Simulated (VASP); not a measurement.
Here is the system:

```
CELL_PARAMETERS angstrom
      0.00000     2.89541     2.89541
      2.89541     0.00000     2.89541
      2.89541     2.89541     0.00000
ATOMIC_POSITIONS crystal
  Ca 0.00000 0.00000 0.00000
  S  0.50000 0.50000 0.50000
```

Calculation: RPBE GGA, VASP's PBE PAW potentials (set 64) (plane waves; VASP 6.6.1). Run with 520 eV cut-off, Gaussian smearing of 0.050 eV, potentials Ca_sv S.

Give the energies of bands 6 to 11 at the high-symmetry points, in eV from the valence-band maximum.

```
band     Γ      X      U      L      W
----  ----  -----  -----  -----  -----
6     0.00  -2.14  -1.90  -2.87  -1.66
7     0.00  -0.76  -1.73  -1.04  -1.66
8     0.00  -0.76  -0.94  -1.04  -1.43
9     4.04   2.58   3.80   5.25   4.86
10    4.26   5.55   6.22   5.98   4.86
11    4.26   5.93   6.29   6.12   5.93
```

The gap is indirect, 2.58 eV, from the valence maximum at Γ to the conduction minimum at X.

Measured: gap 4.43 eV (computed value off by -1.85 eV), as given by David Waroquiers et al., Physical Review B (2013), arXiv:1302.6756.

The compound is CaS in the rock salt structure. It was relaxed first, which changed the volume by +5 %.
